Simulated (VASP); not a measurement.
The system is Na.

```xyz
1
Lattice="-2.1175 2.1175 2.1175 2.1175 -2.1175 2.1175 2.1175 2.1175 -2.1175" Properties=species:S:1:pos:R:3 pbc="T T T"
Na    0.0000    0.0000    0.0000
```

| Property | Result |
| --- | --- |
| Program | VASP 6.6.1 |
| Task | relaxation of cell and atoms |
| Functional | LDA |
| Potentials or basis | VASP PAW LDA potentials, release 64 (Na_pv) |
| Cutoff | 600 eV |
| k mesh | 14 × 14 × 14 |
| Occupations | gaussian, width 0.1 eV |
| Spin | no spin polarisation |

At the start: pressure -0.9 GPa; volume 37.98 Å³/atom.

**Question.** Where does the relaxation end?

**Answer.** Over 6 steps the energy falls by 15.9 meV/atom and the volume is 33.18 Å³/atom (-12.6 %); space group Im-3m (No. 229, to 0.05 Å).

The path:
```csv
step,energy change (eV),largest force (eV/Å),pressure (GPa),volume (Å³)
1,0.0000,0.0000,-0.95,37.98
2,-0.0066,0.0000,-0.77,36.75
3,-0.0143,0.0000,-0.36,34.60
4,-0.0089,0.0000,1.02,30.54
5,-0.0159,0.0000,-0.06,33.41
6,-0.0159,0.0000,-0.02,33.18
```

Final structure:
```
Na
1.0
    -2.02435    2.02435    2.02435
     2.02435   -2.02435    2.02435
     2.02435    2.02435   -2.02435
Na
1
Direct
  0.00000 0.00000 0.00000
```

Caveat: the volume moved by -13 % from the deposited cell, more than functionals usually miss.
